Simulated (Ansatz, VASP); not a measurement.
# TiTeSe: VASP beside Ansatz

Aim: how closely do two programs agree when they are given the same cell, functional and k mesh? The structure shown is the start of the Ansatz relaxation below; VASP solves that cell, so the two are compared at the walk's first step.

Calculated with Ansatz 0.2.0; plane waves, with VASP 6.6.1 beside it; single point at PBEsol.

## 1. Set-up

The cell holds 3 atoms: 1 Ti, 1 Se and 1 Te. Its edges and angles: a = 3.677 Å, b = 3.597 Å, c = 30.000 Å, α = 90.0°, β = 90.0°, γ = 120.7°. Vacuum lies along c.

## 2. Ansatz: relaxation, PBEsol

Ansatz runs on its PAW soft_1 files.

The two programs are compared at the cell with which this relaxation starts, whose forces are those of its first step.

The input, input.yaml:

```yaml
crystal:
  lattice:
    - [3.6771289555, 0.0, 0.0]
    - [-1.8385644778, 3.0917350374, 0.0]
    - [0.0, 0.0, 30.0]
  atoms:
    - { symbol: Ti, position: [-0.0003963592, -0.0007927185, 0.3370353071] }
    - { symbol: Se, position: [0.3351869602, 0.6703739204, 0.3839191951] }
    - { symbol: Te, position: [0.665209399, 0.3304187981, 0.2757121644] }
  periodic: [true, true, false]
kpoints:
  mp_grid: { grid: [15, 15, 1] }
hamiltonian:
  xc: pbesol
  pseudopotentials: { kind: paw, azcp: { folder: soft_1 }, xc_functional: pbe }
scf:
  occupations: { method: methfessel_paxton, width: 0.2 }
output:
  forces: true
  stress: true
  eigenvalues: true
relax:
  adjacent_minimum: "off"
  f_tol: 0.001
  max_steps: 60
```

The run is started by

```bash
$ ansatz run input.yaml --threads 4 --pin off --max-ram 16384MiB --backend cpu --events-out ev --progress --plain --runs-dir out
```

Numbers of over 12 decimals in the logs are rounded to 6 here.

What it wrote:

```text
Warning: output.stress: scf.convergence.dr2_threshold = 1e-9 eV (the default of a walk held to its f_tol) is looser than the 3e-10 eV advised for a printed stress (1e-10 eV for each atom of the cell: 3). What an SCF threshold leaves in a stress goes as its square root, and in the free energy as the threshold itself, and one threshold admits the most on a small cell: [figures from the program's tests cut] Every solve  [...]
Engine: ansatz 0.2.0, aarch64-unknown-linux-gnu
Pseudopotentials: kind: paw
Pseudopotential: Ti, paw, valence charge 12, recommended cutoff 420 eV (normal), soft_1/Ti.paw.azcp
Pseudopotential: Se, paw, valence charge 16, recommended cutoff 420 eV (normal), soft_1/Se.paw.azcp
Pseudopotential: Te, paw, valence charge 16, recommended cutoff 420 eV (normal), soft_1/Te.paw.azcp
Functional definition: PBEsol
  exchange = pbesol_x
  correlation = pbesol_c
Crystal: 3 atoms, lattice volume = 341.061 Å³
Basis set: ecut = 420 eV, 6605 PW (Γ), exchange–correlation on 50×50×432 points (8 copies of the dense FFT grid, shifted against one another)
Bands: 27, of which v1, the nominal top of the filled ones, is band 22 counted from 1 (21 counted from 0)
Symmetry: 2 space group operations
Space group: Cm (ITA 8), of the structure as read, at distance tolerance 7.0e-5 Å
k-points: 64 of 225 (time reversal used)
Non-local potential: Ti, projectors of the file, l = 0: 3, l = 1: 2, l = 2: 3, l = 3: 1
Non-local potential: Se, projectors of the file, l = 0: 2, l = 1: 2, l = 2: 3, l = 3: 1
Non-local potential: Te, projectors of the file, l = 0: 2, l = 1: 2, l = 2: 2, l = 3: 1
PAW form: soft (Blöchl's): semilocal exchange-correlation on the pseudo side does not see the compensation charge
PAW frozen core: Ti, regenerated for the run's functional, and the local potential with it (the file was generated under x = pbe(κ = 0.804, μ = 0.219515), c = pbe(β = 0.066725))
PAW frozen core: Se, regenerated for the run's functional, and the local potential with it (the file was generated under x = pbe(κ = 0.804, μ = 0.219515), c = pbe(β = 0.066725))
PAW frozen core: Te, regenerated for the run's functional, and the local potential with it (the file was generated under x = pbe(κ = 0.804, μ = 0.219515), c = pbe(β = 0.066725))
PAW one-centre angular grid: Ti, 590 points (default); XC on 64 Gauss nodes
PAW one-centre angular grid: Se, 590 points (default); XC on 64 Gauss nodes
PAW one-centre angular grid: Te, 590 points (default); XC on 64 Gauss nodes
Initial density: superposition of atomic densities (neutral atoms: chi_scale 0, normalization atom)
Initial wavefunctions: pseudopotential atomic-orbital guess
Functional: x = pbesol(κ = 0.804, μ = 0.123457), c = pbesol(β = 0.046)
SCF iter   1: F=—  HF=-14802.905519 eV  |F-HF|=—  |Δ(HF+E_count)|=         —  Δρ=1.70e-2  dr2=1.99e0  ethr=3.10e-3  ⟨swp⟩=13.3  Hψ=11402  notcnv=0
preconditioner: auto → LDOS  [metal: Δε(μ)=0.016 eV  Ē_g=7.033 eV  σ=0.200 eV  W_gap=0.07  n_scr=18 (ndim 8)  ℏωp=8.0 eV  f_vac=0.754  D(μ)=1.26/eV (n_scr^D=6)  β→1.0]
SCF iter   2: F=—  HF=-14803.248486 eV  |F-HF|=—  |Δ(HF+E_count)|=   3.43e-1  S|Δr|=    0.00e0  Δρ=1.43e-2  dr2=5.61e0  ethr=3.10e-3  ⟨swp⟩=4.8  Hψ=4938  notcnv=0  recentre
SCF iter   3: F=—  HF=-14802.457353 eV  |F-HF|=—  |Δ(HF+E_count)|=   7.91e-1  S|Δr|=    0.00e0  Δρ=4.59e-3  dr2=3.53e-1  ethr=3.10e-3  ⟨swp⟩=4.2  Hψ=4399  notcnv=0
SCF iter   4: F=—  HF=-14802.423119 eV  |F-HF|=—  |Δ(HF+E_count)|=   3.42e-2  S|Δr|=    0.00e0  Δρ=2.06e-3  dr2=2.37e-2  ethr=8.02e-4  ⟨swp⟩=2.0  Hψ=2465  notcnv=0
SCF iter   5: F=—  HF=-14802.421925 eV  |F-HF|=—  |Δ(HF+E_count)|=   1.19e-3  S|Δr|=    0.00e0  Δρ=6.23e-4  dr2=1.66e-3  ethr=5.38e-5  ⟨swp⟩=3.1  Hψ=3296  notcnv=0
SCF iter   6: F=—  HF=-14802.421723 eV  |F-HF|=—  |Δ(HF+E_count)|=   2.02e-4  S|Δr|=    0.00e0  Δρ=2.57e-4  dr2=1.79e-4  ethr=3.78e-6  ⟨swp⟩=3.3  Hψ=3448  notcnv=0
SCF iter   7: F=—  HF=-14802.421776 eV  |F-HF|=—  |Δ(HF+E_count)|=   5.32e-5  S|Δr|=    0.00e0  Δρ=5.07e-5  dr2=1.15e-5  ethr=4.08e-7  ⟨swp⟩=3.3  Hψ=3333  notcnv=0
SCF iter   8: F=—  HF=-14802.421836 eV  |F-HF|=—  |Δ(HF+E_count)|=   5.92e-5  S|Δr|=    0.00e0  Δρ=1.49e-5  dr2=7.53e-7  ethr=2.62e-8  ⟨swp⟩=3.2  Hψ=3093  notcnv=0
SCF iter   9: F=-14802.421837 eV  HF=-14802.421837 eV  |F-HF|=2.66e-7  |Δ(HF+E_count)|=   1.07e-6  S|Δr|=    0.00e0  Δρ=3.20e-6  dr2=4.46e-8  ethr=2.27e-10  ⟨swp⟩=13.4  Hψ=10881  notcnv=0
SCF 1 converged in 9 iterations: F = -14802.421837 eV  dr2 = 4.46e-8
  greatest PAW one-centre occupation: 1.000 electrons in one spin orbital (limit 2), on the Se atom at site 1 (counted from 0), in its partial waves of l = 2
relax step   1: F+E_penalty+E_count = -14802.42183690 eV  Δ(F+E_penalty+E_count) = +0.000e0 eV  max|allowed force component| = 8.623e-2 eV/Å  Δτ_max = 0.0000 Å  (9 SCF iters, dr2 threshold 1.00e-7 eV, accepted)
[...]
relax step   2: F+E_penalty+E_count = -14802.42202868 eV  Δ(F+E_penalty+E_count) = -1.918e-4 eV  max|allowed force component| = 9.478e-2 eV/Å  Δτ_max = 0.0177 Å  (6 SCF iters, dr2 threshold 4.65e-7 eV, accepted)
[...]
relax step   3: F+E_penalty+E_count = -14802.42263510 eV  Δ(F+E_penalty+E_count) = -6.064e-4 eV  max|allowed force component| = 9.677e-3 eV/Å  Δτ_max = 0.0086 Å  (5 SCF iters, dr2 threshold 5.62e-7 eV, accepted)
[...]
relax step   4: F+E_penalty+E_count = -14802.42264853 eV  Δ(F+E_penalty+E_count) = -1.343e-5 eV  max|allowed force component| = 3.912e-3 eV/Å  Δτ_max = 0.0015 Å  (4 SCF iters, dr2 threshold 5.85e-9 eV, accepted)
[...]
relax step   5: F+E_penalty+E_count = -14802.42265027 eV  Δ(F+E_penalty+E_count) = -1.735e-6 eV  max|allowed force component| = 6.234e-5 eV/Å  Δτ_max = 0.0006 Å  (5 SCF iters, accepted)
SCF converged after 5 iterations
Stability not checked: this state was not tested for a lower state beside it, because cold or Methfessel-Paxton smearing, or corrected tetrahedra, fill the levels in a way that the test cannot read (fill_not_monotonic; see scf.lower_state_search)
Free energy (F): -14802.422650 eV
Harris-Foulkes:  -14802.422650 eV  (|F-HF|=4.81e-9)
Internal energy: -14802.423452 eV  (E = F + TS)
E sigma→0 (E₀):  -14802.422851 eV
Entropy (-TS):   0.000802 eV (0.267 meV/atom)
Fermi energy:    -4.929964 eV
Step filling:    the computed levels leave a gap of 0.0147 eV = 0.1 smearing widths at the electron count; against every level under it full and every level over it empty, smearing changes F+E_penalty+E_count by +0.701 meV and its σ→0 estimate by +0.500 meV
--- Per-component energies (eV) ---
  E_band       = -1453.673751
  E_kinetic    = 563.411068
  E_local      = -94731.854827  (includes V_loc(G=0)·N_el)
  E_nonlocal   = -222.728568
  E_hartree    = 47016.661230
  E_xc         = -321.455781
  E_vxc        = -337.320594  (∫ρ·V_xc dr)
  E_paw        = -7696.889577  (= ΣΔE_a)
  E_vpaw       = -758.503114  (= ΣTr[D̂ρ^β])
  E_aug_tail   = -0.000357  (compensation charges beyond the density's cutoff)
  E_ewald      = 40588.910712
  E_core_change = 1.522648  (= ΣΔE_core)
  E_smearing   = 0.000802  (= −TS)
  E_closure    = -0.000000  (closes the sum)
  Σ components = -14802.422650   (vs F -14802.422650, Δ=0.00e0)
--- Forces (eV/Å), atoms counted from 1 ---
  atom   1  Ti    -0.00000000     0.00004911    -0.00000155
  atom   2  Se    -0.00000000     0.00001372     0.00004597
  atom   3  Te     0.00000000    -0.00006210    -0.00004435
  max |Σ_I F_I| component: 7.27e-7 eV/Å
--- 2D stress c σ (N/m, compression-positive) ---
       -1.516744      -0.000000      -0.000000
       -0.000000      -0.366158       0.000000
        0.000000       0.000000       0.000000
  P = ½ c Tr σ = -0.9415 N/m
--- Band table (eV; the first three rows and the last of 64) ---
  k-point 0: bands = [... 18 lower, -7.1756, -6.6833, -4.6654, -4.5508, -4.1360, -4.0634, -3.8457, -1.4550, ... 1 higher]
  k-point 1: bands = [... 18 lower, -7.3449, -6.4872, -4.8653, -4.8333, -4.3021, -3.9016, -3.7289, -1.6995, ... 1 higher]
  k-point 2: bands = [... 18 lower, -7.3360, -6.2727, -5.6254, -5.2000, -4.4135, -3.6872, -3.6396, -2.2366, ... 1 higher]
  k-point 63: bands = [... 18 lower, -7.9320, -7.8146, -7.0992, -6.6324, -4.3015, -3.7685, -3.6397, -2.6368, ... 1 higher]
--- Relaxed structure (5 steps of the walk, 5 accepted, 0 SCFs on fresh bases) ---
  F+E_penalty+E_count = -14802.42265027 eV   max|allowed force component| = 6.234e-5 eV/Å
  cell:  # Å, volume = 341.0613 Å³
    - [3.6771289555, 2.973354497839168e-11, 0.0]
    - [-1.838564477775, 3.091735, 0.0]
    - [0.0, 0.0, 30.0]
  atoms:
    - { symbol: Ti, position: [-0.0006743, -0.0013486, 0.337081] }
    - { symbol: Se, position: [0.336129, 0.672257, 0.383611] }
    - { symbol: Te, position: [0.664546, 0.329091, 0.275975] }
```

In the SCF lines HF is the Harris–Foulkes energy and dr2 the Hartree energy of the density residual, in eV; the loop may stop once dr2 is under the threshold and the program's other checks hold. Hψ counts applications of the Hamiltonian.

## 3. VASP: single point, PBEsol, start cell, pair 1

The same cell, functional, mesh and smearing now go to VASP, with its own data sets.

Lines of VASP's logs that name or quote its potential files are left out, and so is its time.

The input, INCAR:

```
SYSTEM = TiTeSe
PREC = Accurate
ENCUT = 400
EDIFF = 1E-06
NELM = 120
ISMEAR = 1
SIGMA = 0.2
LREAL = .FALSE.
ALGO = Normal
GGA = PS
NBANDS = 18
LASPH = .TRUE.
LORBIT = 11
LWAVE = .FALSE.
LCHARG = .FALSE.
ISIF = 2
LDIPOL = .TRUE.
IDIPOL = 3
DIPOL = 0.5 0.5 0.332
LVHAR = .TRUE.
GGA_COMPAT = .FALSE.
NELMDL = -8
KPAR = 2
```

The input, POSCAR:

```
TiTeSe
1.0
    3.6771289555      0.0000000000      0.0000000000
   -1.8385644778      3.0917350374      0.0000000000
    0.0000000000      0.0000000000     30.0000000000
Ti Se Te
1 1 1
Direct
    0.9996036206      0.9992072413      0.3370353000
    0.3351870349      0.6703740699      0.3839192000
    0.6652092085      0.3304186768      0.2757121667
```

The input, KPOINTS:

```
Automatic mesh
0
Gamma
15 15 1
0 0 0
```

PAW data sets: Ti_sv, Se and Te (PBE family, release 64).

The run is started by

```bash
$ mpirun -np 2 vasp_std
```

What it wrote:

```text
[banner, memory and clock lines left out]
running    2 mpi-ranks, on    1 nodes
 distrk:  each k-point on    1 cores,    2 groups
 distr:  one band on    1 cores,    1 groups

 POSCAR found type information on POSCAR TiSeTe
 POSCAR found :  3 types and       3 ions
|                                                                             |
|               ----> ADVICE to this user running VASP <----                  |
|                                                                             |
|     You enforced a specific xc type in the INCAR file but a different       |
|     [... a line on the potential file left out ...]
|     I HOPE YOU KNOW WHAT YOU ARE DOING!                                     |
|                                                                             |

 LDA part: xc-table for (Slater+PW92), standard interpolation
 POSCAR, INCAR and KPOINTS ok, starting setup
 FFT: planning ... GRIDC
 FFT: planning ... GRID_SOFT
 FFT: planning ... GRID
 WAVECAR not read
 entering main loop
       N       E                     dE             d eps       ncg     rms          rms(c)
DAV:   1     0.145361210168E+03    0.14536E+03   -0.93922E+03  2824   0.810E+02
DAV:   2    -0.118386868697E+00   -0.14548E+03   -0.14257E+03  3038   0.220E+02
DAV:   3    -0.200962756103E+02   -0.19978E+02   -0.19893E+02  4228   0.730E+01
DAV:   4    -0.210183993462E+02   -0.92212E+00   -0.91862E+00  3138   0.155E+01
DAV:   5    -0.210956744204E+02   -0.77275E-01   -0.77243E-01  3646   0.364E+00
DAV:   6    -0.210962763368E+02   -0.60192E-03   -0.60187E-03  3260   0.420E-01
DAV:   7    -0.210962954572E+02   -0.19120E-04   -0.19120E-04  3618   0.635E-02
DAV:   8    -0.210962956012E+02   -0.14396E-06   -0.14389E-06  3190   0.646E-03    0.126E+01
DAV:   9    -0.203031900413E+02    0.79311E+00   -0.36448E+01  2822   0.419E+01    0.127E+01
DAV:  10    -0.189339360914E+02    0.13693E+01   -0.32647E+01  3150   0.363E+01    0.603E+00
DAV:  11    -0.184544452094E+02    0.47949E+00   -0.17858E+00  2590   0.976E+00    0.218E+00
DAV:  12    -0.184333834877E+02    0.21062E-01   -0.71506E-01  3318   0.552E+00    0.158E+00
DAV:  13    -0.184110717957E+02    0.22312E-01   -0.23998E-01  2838   0.374E+00    0.589E-01
DAV:  14    -0.184091238586E+02    0.19479E-02   -0.27976E-02  2568   0.135E+00    0.286E-01
[...]
DAV:  22    -0.184089852016E+02   -0.45631E-04   -0.55401E-06  2774   0.143E-02    0.790E-03
DAV:  23    -0.184090105653E+02   -0.25364E-04   -0.77811E-07  2366   0.430E-03    0.729E-03
DAV:  24    -0.184090258984E+02   -0.15333E-04   -0.79527E-07  2308   0.482E-03    0.336E-03
DAV:  25    -0.184090382604E+02   -0.12362E-04   -0.46775E-07  2132   0.313E-03    0.121E-03
DAV:  26    -0.184090460909E+02   -0.78304E-05   -0.27574E-07  2038   0.242E-03    0.785E-04
DAV:  27    -0.184090482138E+02   -0.21230E-05   -0.34276E-08  1776   0.817E-04    0.626E-04
DAV:  28    -0.184090499681E+02   -0.17542E-05   -0.28059E-08  1746   0.587E-04    0.396E-04
DAV:  29    -0.184090509059E+02   -0.93788E-06   -0.22941E-08  1676   0.829E-04
   1 F= -.18409051E+02 E0= -.18409277E+02  d E =0.679752E-03
```

OUTCAR, selected parts (step 3):

```text
ion  position               nearest neighbor table
   1  1.000  0.999  0.337-   2 2.51   2 2.53   2 2.53   3 2.77   3 2.80   3 2.80
   2  0.335  0.670  0.384-   1 2.51   1 2.53   1 2.53
   3  0.665  0.330  0.276-   1 2.77   1 2.80   1 2.80

  LATTYP: Found a base centered orthorhombic cell.
 ALAT       =     3.6771289555
 B/A-ratio  =     1.6816027258
 C/A-ratio  =     8.1585390023

 Subroutine GETGRP returns: Found  2 space group operations
 (whereof  2 operations were pure point group operations)

The static configuration has the point symmetry C_1h.

 Found     64 irreducible k-points:

   k-points           NKPTS =     64   k-points in BZ     NKDIM =     64   number of bands    NBANDS=     18

   dimension x,y,z NGX =    24 NGY =   24 NGZ =  196
   dimension x,y,z NGXF=    48 NGYF=   48 NGZF=  392

   ENCUT  =  400.0 eV  29.40 Ry    5.42 a.u.   6.00  5.87 48.92*2*pi/ulx,y,z

   NELECT =      24.0000    total number of electrons

 k-points in reciprocal lattice and weights: Automatic mesh
   0.00000000  0.00000000  0.00000000       0.004
   0.06666667  0.00000000  0.00000000       0.018
   0.13333333  0.00000000  0.00000000       0.018
   0.20000000  0.00000000  0.00000000       0.018
   0.26666667  0.00000000  0.00000000       0.018
   0.33333333  0.00000000  0.00000000       0.018
   0.40000000  0.00000000  0.00000000       0.018
   0.46666667  0.00000000  0.00000000       0.018
   0.00000000  0.06666667  0.00000000       0.009
[...]
0.00000000  0.46666667  0.00000000       0.009
   0.06666667  0.46666667  0.00000000       0.009

 dipolmoment           0.000000      0.000000      0.009648 electrons x Angstroem

 average (electrostatic) potential at core
       1 -84.0406       2 -60.6441       3 -96.5335

 E-fermi :  -2.6269

 k-point     1 :       0.0000    0.0000    0.0000
  band No.  band energies     occupation
    ...
      6     -14.4771      2.00000
      7      -7.2372      2.00000
      8      -5.0006      2.00000
      9      -4.8352      2.00000
     10      -4.3853      2.00000
     11      -2.3533     -0.06574
     12      -2.2451     -0.02122
     13      -1.8496     -0.00000
     14      -1.7478     -0.00000
     15      -1.5344     -0.00000
    ...

 k-point     2 :       0.0667    0.0000    0.0000
  band No.  band energies     occupation
    ...
      7      -7.1812      2.00000
      8      -5.1987      2.00000
      9      -4.8606      2.00000
     10      -4.2123      2.00000
     11      -2.6529      1.21797
     12      -2.4338     -0.04235
     13      -2.0622     -0.00048
     14      -1.5072     -0.00000
     15      -1.4244     -0.00000
     16       0.5112     -0.00000
    ...

 k-point     3 :       0.1333    0.0000    0.0000
  band No.  band energies     occupation
    ...
      8      -5.5956      2.00000
      9      -4.8518      2.00000
     10      -4.0128      2.00000
     11      -3.4608      2.00000
     12      -2.7207      1.70492
     13      -2.1744     -0.00626
     14      -1.3449     -0.00000
     15      -1.2730     -0.00000
     16      -0.0212     -0.00000
     17       0.6810     -0.00000
    ...

  Total       -1.2548168     -0.3787799     -0.2336172      0.0000000      0.0767932     -0.0000000
  in kB       -5.8946567     -1.7793652     -1.0974454      0.0000000      0.3607453     -0.0000000
  external PRESSURE =      -2.9238224 kB  Pullay stress =       0.0000000 kB

  energy-cutoff  :      400.00
  volume of cell :      341.06
      direct lattice vectors                 reciprocal lattice vectors
     3.677128956  0.000000000  0.000000000     0.271951300  0.161721491  0.000000000
    -1.838564478  3.091735037  0.000000000     0.000000000  0.323442982  0.000000000
     0.000000000  0.000000000 30.000000000     0.000000000  0.000000000  0.033333333

 POSITION                                       TOTAL-FORCE (eV/Angst)
 -----------------------------------------------------------------------------------
      1.83856      3.08928     10.11106         0.000000     -0.019853      0.018669
     -0.00000      2.07262     11.51758        -0.000000      0.035117     -0.057074
      1.83856      1.02157      8.27137         0.000000     -0.015265      0.038405
 -----------------------------------------------------------------------------------
    total drift:                                0.000133     -0.000143      0.000406

  FREE ENERGIE OF THE ION-ELECTRON SYSTEM (eV)
  ---------------------------------------------------
  free  energy   TOTEN  =       -18.4090509059 eV

  energy  without entropy=      -18.4097306584  energy(sigma->0) =      -18.40927749

 vacuum level on the upper side and lower side of the slab         2.389         2.235

 total charge
# of ion       s       p       d       tot
------------------------------------------
    1        2.177   6.145   1.868  10.189
    2        1.467   2.379   0.033   3.879
    3        1.390   1.977   0.037   3.405
--------------------------------------------------
tot          5.034  10.501   1.938  17.473

[... 3 further parts left out ...]
```

This run has no spin polarisation, so a moment on Ti, if there is one, isn't seen.

## 4. Differences

Known differences besides the potentials themselves: Ansatz cuts the interaction across the vacuum, VASP repeats the sheet with a dipole correction; the data sets hold 44 valence electrons in Ansatz (on its PAW soft_1 files) and 24 in VASP; the cutoff is 420 eV in Ansatz and 400 eV in VASP; Ansatz makes its cores anew for this functional, VASP keeps those of its PBE data sets. Total energies have different zeros and are not compared.

Forces (eV/Å; atoms numbered as in POSCAR):

```csv
atom,"Ansatz x, y, z","VASP x, y, z"
Ti1,"0.000, -0.019, 0.022","0.000, -0.020, 0.019"
Se2,"0.000, 0.033, -0.086","0.000, 0.035, -0.057"
Te3,"0.000, -0.015, 0.064","0.000, -0.015, 0.038"
```

The forces differ by 13 meV/Å r.m.s., which is 46.8 % of the r.m.s. force of 0.028 eV/Å (both taken over all components). With vacuum in the cell, a pressure given here is an average over mostly empty space and none of the material.

## 5. Further runs

Further runs change the set-up of one program: Ansatz's method, potentials or start, or VASP's data sets, cutoff or form of LDA. The table gives that difference for each run.

```
                                                                  run  r.m.s. force difference (meV/Å)
                                                             as above                               13
VASP with the data sets Ti_sv, Se and Te_sv_GW and a cutoff of 520 eV                              9.9
```

(Part 1 of 2 ends here.)

[Lines on the potential files, build, host, timing and source positions are cut from VASP's logs without a mark.]

[Logs are printed without paths, hosts, clocks, repeated set-up lines and the standing remarks that a program may print on its own settings, such as how far it seeks lower states.]

[Hosts, paths, dates, database ids (printed as entryN), source tags and the programs' standing remarks are cut or masked in the printed files.]

[Rows of further runs with another cutoff or data set may stand on the cell that Ansatz relaxed, not on the start cell of the pair above them.]
